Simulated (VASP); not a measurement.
**Sn: stress against strain**

Sn (diamond, Fd-3m, 36.801 Å³/atom and stress up to 0.01 GPa in the relaxed cell, cube axes along x, y and z) under a strain ε along a cube axis (axis z), the other axes held. PBE in VASP (plane waves, PAW), 480 eV, 8×8×8 Γ-centred mesh, Methfessel-Paxton smearing 0.10 eV; ions are relaxed, or left where forces stay under 0.02 eV/Å, within the symmetry of each cell. Against the start cell, which lies near the measured one, the relaxed cell differs by 7.7 % in volume; the values below rest on it. Stress is positive for a compressed cell.

Here s stands for strain and y for stress zz.

```csv
strain (%),stress zz (GPa)
-1.50,0.84
-1.00,0.55
-0.50,0.27
0.00,0.01
0.50,-0.25
1.00,-0.49
1.50,-0.73
3.00,?
```

Fit y of the 7 rows that show it with a straight line. Means: s 0, y 0.029. About the means, the sum of products is -3.6550 and the sum of squares of s is 7.0000; the slope is their ratio. Least squares gives y = 0.029 - 0.5221·s. Residuals (row less fit): 0.028, -0.001, -0.020, -0.019, -0.018, 0.003, 0.024; standard error 0.022 (degrees of freedom: 5). The slope gives the elastic constant C11 = 52.2 ± 0.8 GPa (± standard error of the fit, which holds the terms cut off).

Question: What does the fit predict for y at s = 3.00, and how far is the calculated value from it?

Answer: y = 0.029 - 0.5221 × 3.0 = -1.537 GPa. The calculation gives -1.39 GPa, 0.147 GPa above the prediction (6.6 % of the range of y in the table). The row lies outside the fitted rows, so this is an extrapolation. From the scatter of the fitted rows alone, a prediction at this place has a standard error of 0.035 GPa, so the miss is 4.2 times that.

A polynomial of degree 2 through the 12 other runs of the series gives -1.38 there, so most of the miss is curvature that the fit leaves out. This level leaves no gap over 0.05 eV at strain -1.50, -1.00, -0.50, 0.00, 0.50, 1.00, 1.50, 3.00 %. Sn is here grey tin, stable below 13 °C. Rows are the converged runs of the series near zero and its far end; series whose fitted rows scatter by over a few per cent of the range, as at a crossing or softening among them, aren't shown in this form, nor equations of state whose B0' disagrees with the runs' pressures. Most that stay on the fit to the last digits aren't either.
